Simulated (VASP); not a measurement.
Here is the system:

```yaml
crystal:
  lattice:
    - [2.95566, 0.00000, 0.00000]
    - [-1.47783, 2.55967, 0.00000]
    - [0.00000, 0.00000, 7.17494]
  atoms:
    - { symbol: Mg, position: [0.00000, 0.00000, 0.00000] }
    - { symbol: Al, position: [0.33333, 0.66667, 0.65753] }
    - { symbol: Al, position: [0.66667, 0.33333, 0.34247] }
```

The numbers are results of PBEsol GGA, VASP's PBE PAW potentials (set 64) (plane waves; VASP), not measurements. Numerical set-up: 400 eV cut-off, Gaussian smearing of 0.050 eV, potentials Mg Al.

Give the energies of bands 1 to 7 at the high-symmetry points, in eV from the Fermi level.

| band | Γ | M | K | A | L | H |
|---|---|---|---|---|---|---|
| 1 | -10.08 | -4.65 | -2.85 | -9.86 | -4.44 | -2.65 |
| 2 | -7.16 | -4.45 | -2.85 | -8.31 | -4.27 | -2.65 |
| 3 | -6.18 | -1.90 | -2.56 | -3.50 | -2.95 | -2.42 |
| 4 | 1.38 | -1.69 | -0.18 | -2.88 | -2.65 | -1.20 |
| 5 | 1.66 | -1.14 | -0.18 | 7.20 | 1.42 | -1.20 |
| 6 | 10.05 | -0.05 | -0.17 | 7.49 | 2.10 | -0.72 |
| 7 | 10.05 | 5.47 | 0.93 | 10.21 | 2.32 | 3.28 |

It has no gap at this level: it comes out as a metal or semimetal.

The structure comes from a computed database's MgAl2 entry (P-3m1); how it stands against other phases isn't given here. It was relaxed first.
